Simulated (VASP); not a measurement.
A run of VASP 6.6.1 is set up as follows.

POSCAR

```
TePb
1.0
    0.0000000000      3.2310000000      3.2310000000
    3.2310000000      0.0000000000      3.2310000000
    3.2310000000      3.2310000000      0.0000000000
Te Pb
1 1
Direct
    0.5000000000      0.5000000000      0.5000000000
    0.0000000000      0.0000000000      0.0000000000
```

INCAR.step1

```
SYSTEM = TePb
PREC     = Accurate       ! precision mode
ENCUT    = 600            ! plane-wave cutoff, eV
EDIFF    = 1E-8           ! SCF threshold, eV
ISMEAR   = 0              ! smearing method
SIGMA    = 0.02           ! smearing width, eV
LREAL    = .FALSE.        ! projectors in reciprocal space
LASPH    = .TRUE.         ! aspherical terms in the spheres
NELM     = 80             ! most SCF steps
ALGO     = Normal         ! electronic algorithm
ISIF     = 3              ! what is computed and relaxed
LWAVE    = .FALSE.        ! write WAVECAR
LCHARG   = .FALSE.        ! write CHGCAR
IBRION   = 2              ! ionic algorithm
NSW      = 40             ! ionic steps
EDIFFG   = -0.002         ! ionic threshold
```

The input INCAR.step2:

```
SYSTEM = TePb
PREC     = Accurate       ! precision mode
ENCUT    = 600            ! plane-wave cutoff, eV
EDIFF    = 1E-8           ! SCF threshold, eV
ISMEAR   = 0              ! smearing method
SIGMA    = 0.02           ! smearing width, eV
LREAL    = .FALSE.        ! projectors in reciprocal space
LASPH    = .TRUE.         ! aspherical terms in the spheres
NELM     = 80             ! most SCF steps
ALGO     = Normal         ! electronic algorithm
ISIF     = 3              ! what is computed and relaxed
LWAVE    = .FALSE.        ! write WAVECAR
LCHARG   = .FALSE.        ! write CHGCAR
IBRION   = 6              ! ionic algorithm
NFREE    = 2            
POTIM    = 0.015          ! step
NSW      = 1              ! ionic steps
```

KPOINTS

```
Automatic mesh
0
G
  8 8 8
  0 0 0
```

Potentials or basis: VASP PAW LDA potentials, release 64 (Te, Pb_d).

The run is started by

```bash
$ cat potpaw_LDA.64/Te/POTCAR potpaw_LDA.64/Pb_d/POTCAR > POTCAR
$ cp INCAR.step1 INCAR
$ mpirun -np 1 vasp_std > vasp.out
$ cp CONTCAR POSCAR
$ cp INCAR.step2 INCAR
$ mpirun -np 1 vasp_std > vasp.out
```

Question: Estimate the elastic constants C11, C12, C44.

Answer: 138, 5, 16 GPa.

Question: What does it give for the Voigt bulk modulus?

Answer: 49 GPa.

Question: Estimate the space group after relaxing (to 0.05 Å).

Answer: Fm-3m (No. 225).

Question: What does it give for the highest phonon frequency at Γ, LO-TO splitting left out?

Answer: 44 cm⁻¹.

Elastic tensor in Voigt notation (GPa, in the Cartesian axes of the cell as first typed):
```
138   5   5   0   0   0
  5 138   5   0   0   0
  5   5 138   0   0   0
  0   0   0  16   0   0
  0   0   0   0  16   0
  0   0   0   0   0  16
```

The run has no spin-orbit coupling, so splittings on Pb, Te are missing.
